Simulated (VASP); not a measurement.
Input:

```xyz
7
Lattice="-3.0192 3.0192 5.4845 3.0192 -3.0192 5.4845 3.0192 3.0192 -5.4845" Properties=species:S:1:pos:R:3 pbc="T T T"
Ga     0.0000     0.0000     5.4845
Ag     3.0192     0.0000     2.7422
Sn     0.0000     3.0192     2.7422
Se     1.4730     1.5485     4.2851
Se     1.5485    -1.4730     6.6838
Se     1.5462     1.4707    -1.1993
Se     1.4707     4.4922     1.1993
```

The numbers are results of PBEsol GGA, VASP's PBE PAW potentials (set 64) (plane waves; VASP), not measurements. Run with 300 eV cut-off, 3×3×3 Γ-centred mesh, Fermi-Dirac smearing of 0.010 eV, potentials Ga_d Ag Sn_d Se.

At this cut-off the stress carries a Pulay error, which pulls relaxed volumes low. Energy and stress use the plane-wave basis of the starting cell.

### Question
The ions, cell shape and volume are relaxed. Give the cell that the relaxation ends in.

### Answer

```xyz
7
Lattice="-2.9073 2.9073 5.4173 2.9073 -2.9073 5.4173 2.9073 2.9073 -5.4173" Properties=species:S:1:pos:R:3 pbc="T T T"
Ga     0.0000     0.0000     5.4173
Ag     2.9073     0.0000     2.7087
Sn     0.0000     2.9073     2.7087
Se     1.4959     1.5321     4.2722
Se     1.5321    -1.4959     6.5624
Se     1.4115     1.3752    -1.1451
Se     1.3752     4.4032     1.1451
```
Space group I-4 (82), at a tolerance of 0.03 Å.

### Question
How do energy and volume change from the first to the last step?

### Answer
The energy (σ→0) changes by -18.5 meV/atom and the volume by -8.4 %, in 17 ionic steps.

The structure comes from a computed database's GaAgSnSe4 entry (I-4); how it stands against other phases isn't given here. This run relaxes it. Symmetry was kept, so distortions that lower it aren't found. The k-mesh is coarse (spacing up to 0.51 per Å, 2π included), so the numbers may not be converged in it. The run is one of a series of settings (EDIFFG = -0.01, IBRION = 2, ISIF = 3, NSW = 50 against the base run), some of them coarse on purpose.
